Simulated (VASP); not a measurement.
Here is the system:

```
CELL_PARAMETERS angstrom
     -1.91507     1.91507     2.93494
      1.91507    -1.91507     2.93494
      1.91507     1.91507    -2.93494
ATOMIC_POSITIONS crystal
  Sn 0.00876 0.00876 0.00000
  P  0.56324 0.56324 0.00000
```

These are PBEsol GGA with spin-orbit coupling, VASP's PBE PAW potentials (set 64) (plane waves; VASP) values and carry that method's errors. Numerical set-up: 400 eV cut-off, 12×12×12 Γ-centred mesh, Gaussian smearing of 0.050 eV, potentials Sn_d P.

Q: Give the energies of bands 13 to 25 at the high-symmetry points, in eV from the Fermi level.

A: 
```tsv
band	Γ	X	P	N	M	S	R
13	-1.68	-6.12	-6.66	-8.58	-6.87	-7.79	-7.30
14	-1.68	-6.12	-6.66	-8.58	-6.87	-7.79	-7.29
15	-1.54	-5.49	-5.31	-1.57	-3.77	-5.32	-5.39
16	-1.54	-5.49	-5.31	-1.57	-3.77	-5.24	-5.38
17	-1.37	-3.95	-5.18	-0.73	-3.33	-2.31	-4.42
18	-1.37	-3.95	-5.18	-0.73	-3.33	-2.31	-4.38
19	-0.90	-3.00	-0.08	0.85	-3.17	-0.59	-0.01
20	-0.90	-3.00	-0.08	0.85	-3.17	-0.54	0.03
21	4.38	2.04	2.60	1.67	2.69	4.43	3.67
22	4.38	2.04	2.60	1.67	2.69	4.44	3.67
23	5.02	6.80	4.93	2.01	7.86	4.74	5.02
24	5.02	6.80	4.93	2.01	7.86	4.74	5.10
25	5.16	8.97	4.99	2.98	8.36	6.43	6.92
```

It has no gap at this level: it comes out as a metal or semimetal.

The structure comes from a computed database's SnP entry (I4mm); how it stands against other phases isn't given here. It was relaxed first.
